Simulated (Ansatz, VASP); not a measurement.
**Ca3SiSe: VASP beside Ansatz**

```
CELL_PARAMETERS angstrom
5.44598 0.00000 0.00000
0.00000 5.44598 0.00000
0.00000 0.00000 5.44598
ATOMIC_POSITIONS crystal
Si 0.00000 0.00000 0.00000
Se 0.50000 0.50000 0.50000
Ca 0.50000 0.50000 0.00000
Ca 0.50000 0.00000 0.50000
Ca 0.00000 0.50000 0.50000
```

The cell comes from a database or a generator and needn't be the stable form of this composition.

Alike in both runs: task single point; functional PBE; k mesh 4 × 4 × 4; occupations gaussian, width 0.05 eV; no spin polarisation.

|  | VASP | Ansatz |
| --- | --- | --- |
| version | VASP 6.6.1 | Ansatz 0.2.0 |
| potentials or method | VASP PAW PBE potentials, release 64 (Si, Se, Ca_sv) | scalar-relativistic, plane waves, PAW |
| plane-wave cutoff (eV) | 520 | 420 |
| valence electrons in the cell | 40 | 50 |

|  | VASP | Ansatz | Ansatz less VASP |
| --- | --- | --- | --- |
| gap on the k mesh at the Fermi level (eV) | none | none | - |
| pressure (GPa) | -0.7 | -0.8 | -0.12 |

A gap of «none» marks a metal or a gap that the smearing closes. The two sets of potentials don't hold the same shells in valence.
